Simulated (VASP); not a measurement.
# Ga15CoN16 (a cell with a defect) in VASP: further runs

One crystal, Ga15CoN16 (a cell with a defect), is run at these levels: PBEsol+U; tasks: single point.

Program: VASP 6.6.1. These are calculated values, not measurements. Logs are shortened: lines on timing, memory, paths and dates and some standing lists are left out, and cuts for length are marked.

## (1) The crystal as given

The cell holds a defect, 32 atoms: a = 6.380 Å, b = 6.380 Å, c = 10.378 Å, α = 90.00°, β = 90.00°, γ = 120.00°.

## (2) Single point, PBEsol+U, collinear spin, ferromagnetic start

INCAR

```
SYSTEM = Ga15CoN16
PREC     = Accurate       ! precision mode
ENCUT    = 450            ! plane-wave cutoff, eV
EDIFF    = 1E-5           ! SCF threshold, eV
ISMEAR   = 0              ! smearing method
SIGMA    = 0.03           ! smearing width, eV
LREAL    = Auto         
LASPH    = .TRUE.         ! aspherical terms in the spheres
NELM     = 120            ! most SCF steps
ALGO     = Normal         ! electronic algorithm
ISIF     = 2              ! what is computed and relaxed
LWAVE    = .FALSE.        ! write WAVECAR
LCHARG   = .FALSE.        ! write CHGCAR
ISPIN    = 2              ! spin polarisation
MAGMOM   = 4 0 0 0 0 0 0 0 0 0 0 0 0 0 0 0 0 0 0 0 0 0 0 0 0 0 0 0 0 0 0 0 ! initial moments
LORBIT   = 11             ! projections on sites
LMAXMIX  = 4              ! l up to which the mixer works
LDAU     = .TRUE.         ! DFT+U
LDAUTYPE = 2            
LDAUL    = 2 -1 -1        ! shell
LDAUU    = 4 0 0          ! U, eV
LDAUJ    = 0 0 0        
LDAUPRINT= 1            
GGA      = PS             ! functional
KPAR     = 4
```

KPOINTS

```
regular mesh
0
G
  3 3 2
  0 0 0
```

POSCAR

```
Ga15CoN16
1.0
    6.3800000000      0.0000000000      0.0000000000
   -3.1900000000      5.5252420762      0.0000000000
    0.0000000000      0.0000000000     10.3780000000
Co Ga N
1 15 16
Direct
    0.3333333333      0.1666666667      0.0000000000
    0.3333333333      0.1666666667      0.5000000000
    0.3333333333      0.6666666667      0.0000000000
    0.3333333333      0.6666666667      0.5000000000
    0.8333333333      0.1666666667      0.0000000000
    0.8333333333      0.1666666667      0.5000000000
    0.8333333333      0.6666666667      0.0000000000
    0.8333333333      0.6666666667      0.5000000000
    0.1666666667      0.3333333333      0.2500000000
    0.1666666667      0.3333333333      0.7500000000
    0.1666666667      0.8333333333      0.2500000000
    0.1666666667      0.8333333333      0.7500000000
    0.6666666667      0.3333333333      0.2500000000
    0.6666666667      0.3333333333      0.7500000000
    0.6666666667      0.8333333333      0.2500000000
    0.6666666667      0.8333333333      0.7500000000
    0.3333333333      0.1666666667      0.1875000000
    0.3333333333      0.1666666667      0.6875000000
    0.3333333333      0.6666666667      0.1875000000
    0.3333333333      0.6666666667      0.6875000000
    0.8333333333      0.1666666667      0.1875000000
    0.8333333333      0.1666666667      0.6875000000
    0.8333333333      0.6666666667      0.1875000000
    0.8333333333      0.6666666667      0.6875000000
    0.1666666667      0.3333333333      0.4375000000
    0.1666666667      0.3333333333      0.9375000000
    0.1666666667      0.8333333333      0.4375000000
    0.1666666667      0.8333333333      0.9375000000
    0.6666666667      0.3333333333      0.4375000000
    0.6666666667      0.3333333333      0.9375000000
    0.6666666667      0.8333333333      0.4375000000
    0.6666666667      0.8333333333      0.9375000000
```

Potentials or basis: VASP PAW PBE potentials, release 64 (Co, Ga_d, N).

The run is started by

```sh
cat potpaw_PBE.64/Co/POTCAR potpaw_PBE.64/Ga_d/POTCAR potpaw_PBE.64/N/POTCAR > POTCAR
mpirun -np 4 vasp_std > vasp.out
```

OUTCAR:

```text
SYSTEM = Ga15CoN16
   PREC = Accurate
   ENCUT = 450
   EDIFF = 1E-5
   ISMEAR = 0
   LREAL = Auto
   LASPH = .TRUE.
   NELM = 120
   ISIF = 2
   ISPIN = 2
   LORBIT = 11
   GGA = PS

 ion  position               nearest neighbor table
   1  0.333  0.167  0.000-  17 1.95  26 1.95  30 1.95  28 1.95
   2  0.333  0.167  0.500-  18 1.95  25 1.95  29 1.95  27 1.95
   3  0.333  0.667  0.000-  19 1.95  28 1.95  32 1.95  26 1.95
   4  0.333  0.667  0.500-  20 1.95  27 1.95  31 1.95  25 1.95
   5  0.833  0.167  0.000-  21 1.95  30 1.95  26 1.95  32 1.95
   6  0.833  0.167  0.500-  22 1.95  29 1.95  25 1.95  31 1.95
[... 24 lines left out ...]
  31  0.667  0.833  0.438-  15 1.95   8 1.95   4 1.95   6 1.95
  32  0.667  0.833  0.938-  16 1.95   7 1.95   3 1.95   5 1.95

  LATTYP: Found a hexagonal cell.
 ALAT       =     6.3800000000
 C/A-ratio  =     1.6266457680

  Lattice vectors:

 A1 = (   6.3800000000,   0.0000000000,   0.0000000000)
 A2 = (  -3.1900000000,   5.5252420762,   0.0000000000)
 A3 = (   0.0000000000,   0.0000000000,  10.3780000000)

Analysis of symmetry for initial positions (statically):
=====================================================================
 Subroutine PRICEL returns:
 Original cell was already a primitive cell.

 Routine SETGRP: Setting up the symmetry group for a
 hexagonal supercell.

 Subroutine GETGRP returns: Found  6 space group operations
 (whereof  2 operations were pure point group operations)
 out of a pool of 24 trial point group operations.

The static configuration has the point symmetry C_1h.
 The point group associated with its full space group is C_3v.

Analysis of symmetry for dynamics (positions and initial velocities):
=====================================================================
 Subroutine PRICEL returns:
 Original cell was already a primitive cell.

 Routine SETGRP: Setting up the symmetry group for a
 hexagonal supercell.

 Subroutine GETGRP returns: Found  6 space group operations
 (whereof  2 operations were pure point group operations)
 out of a pool of 24 trial point group operations.

The dynamic configuration has the point symmetry C_1h.
 The point group associated with its full space group is C_3v.

Analysis of structural, dynamic, and magnetic symmetry:
=====================================================================
 Subroutine PRICEL returns:
 Original cell was already a primitive cell.

 Routine SETGRP: Setting up the symmetry group for a
 hexagonal supercell.

 Subroutine GETGRP returns: Found  6 space group operations
 (whereof  2 operations were pure point group operations)
 out of a pool of 24 trial point group operations.

The overall configuration has the point symmetry C_1h.
 The point group associated with its full space group is C_3v.

[... 225 lines left out ...]

 E-fermi :   5.3306     XC(G=0): -11.8784

 val. band max:        5.3066503488   @ k =   0.3333  -0.0000   0.0000
 cond. band min:       5.4814310139   @ k =   0.0000   0.0000   0.0000
 fundamental gap:      0.1747806650
 Fermi energy:         5.3306049330

 spin component 1

 k-point     1 :       0.0000    0.0000    0.0000
  band No.  band energies     occupation
      1     -10.7563      1.00000
      2     -10.2024      1.00000
      3     -10.1470      1.00000
      4      -9.8571      1.00000
      5      -9.8571      1.00000
      6      -9.8552      1.00000
[... 931 lines left out ...]
    153      11.7103      0.00000
    154      11.7149      0.00000
 Fermi energy:         5.3306049330

 spin component 2

 k-point     1 :       0.0000    0.0000    0.0000
  band No.  band energies     occupation
      1     -10.7690      1.00000
      2     -10.2086      1.00000
      3     -10.1698      1.00000
      4      -9.8646      1.00000
      5      -9.8636      1.00000
      6      -9.8636      1.00000
[... 931 lines left out ...]
    153      11.7073      0.00000
    154      11.7272      0.00000
 [bands above 154 left out]

------------------------ aborting loop because EDIFF is reached ----------------------------------------

  FORCE on cell =-STRESS in cart. coord.  units (eV):
  Direction    XX          YY          ZZ          XY          YZ          ZX
  --------------------------------------------------------------------------------------
  -------------------------------------------------------------------------------------
  Total       -7.0342695     -7.0342695     -1.7709109     -0.0000000      0.0000000     -0.0000000
  in kB      -30.8066112    -30.8066112     -7.7557112     -0.0000000      0.0000000     -0.0000000
  external PRESSURE =     -23.1229779 kB  Pullay stress =       0.0000000 kB

 VOLUME and BASIS-vectors are now :
 -----------------------------------------------------------------------------
  energy-cutoff  :      450.00
  volume of cell :      365.84
      direct lattice vectors                 reciprocal lattice vectors
     6.380000000  0.000000000  0.000000000     0.156739812  0.090493773  0.000000000
    -3.190000000  5.525242076  0.000000000     0.000000000  0.180987545  0.000000000
     0.000000000  0.000000000 10.378000000     0.000000000  0.000000000  0.096357680

 POSITION                                       TOTAL-FORCE (eV/Angst)
 -----------------------------------------------------------------------------------
      1.59500      0.92087      0.00000        -0.000000     -0.000000      0.006014
      1.59500      0.92087      5.18900        -0.000000     -0.000000     -0.229196
     -0.00000      3.68349      0.00000         0.088331      0.050998      0.058798
     -0.00000      3.68349      5.18900        -0.010182     -0.005878     -0.170445
      4.78500      0.92087      0.00000        -0.000000     -0.101995      0.058798
      4.78500      0.92087      5.18900        -0.000000      0.011757     -0.170445
[... 24 lines left out ...]
      1.59500      4.60437      4.54038        -0.000000     -0.000000      0.149778
      1.59500      4.60437      9.72938        -0.000000     -0.000000      0.082640
 -----------------------------------------------------------------------------------
    total drift:                               -0.000010     -0.000008      0.007114

  FREE ENERGIE OF THE ION-ELECTRON SYSTEM (eV)
  ---------------------------------------------------
  free  energy   TOTEN  =      -209.1801909644 eV

  energy  without entropy=     -209.1782514425  energy(sigma->0) =     -209.17922120

 total charge

# of ion       s       p       d       tot
------------------------------------------
    1        0.448   0.546   7.219   8.213
    2        0.789   0.901  10.180  11.870
    3        0.792   0.900  10.174  11.866
    4        0.789   0.902  10.180  11.872
    5        0.792   0.900  10.174  11.866
    6        0.789   0.902  10.180  11.872
[... 24 lines left out ...]
   31        1.223   2.493   0.000   3.716
   32        1.224   2.490   0.000   3.714
--------------------------------------------------
tot         31.919  53.771 159.892 245.582

 magnetization (x)

# of ion       s       p       d       tot
------------------------------------------
    1        0.017   0.043   2.182   2.243
    2        0.000   0.000  -0.000   0.000
    3        0.005   0.002  -0.004   0.003
    4        0.001   0.001  -0.000   0.001
    5        0.005   0.002  -0.004   0.003
    6        0.001   0.001  -0.000   0.001
[... 24 lines left out ...]
   31        0.000  -0.001   0.000  -0.001
   32       -0.000  -0.015   0.000  -0.015
--------------------------------------------------
tot          0.062  -0.267   2.158   1.953
```

Wall time 8.4 min (4 MPI ranks of AMD EPYC 9R45 (Zen 5), shared host); peak memory 0.8 GiB.

What came out:

```
Free energy                                           : -209.1802 eV
Largest force                                         : 0.344 eV/Å
Band gap on the k mesh                                : none (metal or under the smearing width)
Net moment                                            : 2.00 μB per cell
Site moments                                          : Co +2.24; Ga +0.00; N +0.00, -0.01, -0.00, -0.08 μB
Valence electrons inside the program's atomic spheres : Co 8.21; Ga 11.87; N 3.70, 3.71, 3.72, 3.68
```

Forces on the atoms (eV/Å):
```
Co   0.000  0.000  0.006
Ga   0.000  0.000 -0.229
Ga   0.088  0.051  0.059
Ga  -0.010 -0.006 -0.170
Ga   0.000 -0.102  0.059
Ga   0.000  0.012 -0.170
Ga  -0.088  0.051  0.059
Ga   0.010 -0.006 -0.170
Ga   0.175 -0.101 -0.247
Ga   0.013 -0.008 -0.059
Ga   0.000  0.203 -0.247
Ga   0.000  0.015 -0.059
Ga  -0.175 -0.101 -0.247
Ga  -0.013 -0.008 -0.059
Ga   0.000  0.000 -0.155
Ga   0.000  0.000 -0.116
N    0.000  0.000  0.344
N    0.000  0.000  0.101
N    0.001  0.001  0.095
N    0.025  0.014  0.112
N    0.000 -0.002  0.095
N    0.000 -0.029  0.112
N   -0.001  0.001  0.095
N   -0.025  0.014  0.112
N   -0.040  0.023  0.222
N   -0.087  0.050 -0.073
N    0.000 -0.046  0.222
N    0.000 -0.100 -0.073
N    0.040  0.023  0.222
N    0.087  0.050 -0.073
N    0.000  0.000  0.150
N    0.000  0.000  0.083
```

Eigenvalues of the final occupation matrices:
```
    site  spin  trace               eigenvalues
site 1 d     1   4.72  0.90 0.90 0.97 0.97 0.98
site 1 d     2   2.53  0.20 0.20 0.21 0.96 0.96
```

Caveat: the k mesh is coarse (spacing up to 0.38 Å⁻¹), so the values aren't converged; the cutoff is under 1.25 times the usual one of these potentials, so pressure, stress and relaxed cells hold a basis-set (Pulay) error; the PAW data sets were made with another functional, which shifts forces and pressure a little; the cell's inner coordinates are idealised or old, which leaves forces on the atoms. The state reached can hang on the start; a lower one may exist.

## (3) Single point, PBEsol+U, collinear spin, ferromagnetic start

INCAR, as its differences from that of step 2:

```diff
@@ -14,3 +14,3 @@
 ISPIN    = 2              ! spin polarisation
-MAGMOM   = 4 0 0 0 0 0 0 0 0 0 0 0 0 0 0 0 0 0 0 0 0 0 0 0 0 0 0 0 0 0 0 0 ! initial moments
+MAGMOM   = 0.4 0 0 0 0 0 0 0 0 0 0 0 0 0 0 0 0 0 0 0 0 0 0 0 0 0 0 0 0 0 0 0 ! initial moments
 LORBIT   = 11             ! projections on sites
```

KPOINTS is that of step 2.

POSCAR is that of step 2.

Potentials or basis: VASP PAW PBE potentials, release 64 (Co, Ga_d, N).

The run is started by

```sh
cat potpaw_PBE.64/Co/POTCAR potpaw_PBE.64/Ga_d/POTCAR potpaw_PBE.64/N/POTCAR > POTCAR
mpirun -np 4 vasp_std > vasp.out
```

It took 7.3 min on 4 MPI ranks of AMD EPYC 9R45 (Zen 5), shared host; peak memory 0.77 GiB.

The run converged. Its results:

```yaml
Free_energy: -209.1802 eV
Largest_force: 0.344 eV/Å
Band_gap_on_the_k_mesh: none (metal or under the smearing width)
Net_moment: 2.00 μB per cell
Site_moments: Co +2.24; Ga -0.00, +0.00; N +0.00, -0.01, -0.00, -0.08 μB
Valence_electrons_inside_the_program's_atomic_spheres: Co 8.21; Ga 11.87; N 3.70, 3.71, 3.69, 3.72
```

Forces on the atoms (eV/Å):
```
Co   0.000  0.000  0.005
Ga   0.000  0.000 -0.230
Ga   0.088  0.051  0.059
Ga  -0.010 -0.006 -0.171
Ga   0.000 -0.101  0.059
Ga   0.000  0.012 -0.171
Ga  -0.088  0.051  0.059
Ga   0.010 -0.006 -0.171
Ga   0.176 -0.102 -0.246
Ga   0.013 -0.008 -0.059
Ga   0.000  0.203 -0.246
Ga   0.000  0.015 -0.059
Ga  -0.176 -0.102 -0.246
Ga  -0.013 -0.008 -0.059
Ga   0.000  0.000 -0.155
Ga   0.000  0.000 -0.117
N    0.000  0.000  0.344
N    0.000  0.000  0.102
N    0.001  0.001  0.094
N    0.025  0.014  0.113
N    0.000 -0.001  0.094
N    0.000 -0.029  0.113
N   -0.001  0.001  0.094
N   -0.025  0.014  0.113
N   -0.040  0.023  0.222
N   -0.087  0.050 -0.073
N    0.000 -0.046  0.222
N    0.000 -0.101 -0.073
N    0.040  0.023  0.222
N    0.087  0.050 -0.073
N    0.000  0.000  0.150
N    0.000  0.000  0.082
```

Levels at points of the mesh, in eV from the Fermi level:
Spin up:
```tsv
k point	band 139	band 140	band 141	band 142	band 143	band 144	band 145	band 146	band 147	band 148
(0.00, 0.00, 0.00)	-0.62	-0.35	-0.35	0.15	0.49	0.49	1.78	3.99	4.05	4.09
(0.00, 0.00, 0.50)	-0.71	-0.53	-0.28	-0.28	0.47	0.47	2.92	3.00	4.05	4.05
```
Spin down:
```csv
k point,band 139,band 140,band 141,band 142,band 143,band 144
"(0.00, 0.00, 0.00)",-0.43,-0.26,-0.26,1.79,2.72,2.85
"(0.00, 0.00, 0.50)",-0.57,-0.23,-0.23,2.35,2.82,2.82
```

Eigenvalues of the final occupation matrices:
```csv
site,spin,trace,eigenvalues
site 1 d,1,4.72,0.90 0.90 0.97 0.97 0.98
site 1 d,2,2.53,0.20 0.20 0.21 0.96 0.96
```

Caveat: the k mesh is coarse (spacing up to 0.38 Å⁻¹), so the values aren't converged; the cutoff is under 1.25 times the usual one of these potentials, so pressure, stress and relaxed cells hold a basis-set (Pulay) error; the PAW data sets were made with another functional, which shifts forces and pressure a little; the cell's inner coordinates are idealised or old, which leaves forces on the atoms. The state reached can hang on the start; a lower one may exist.
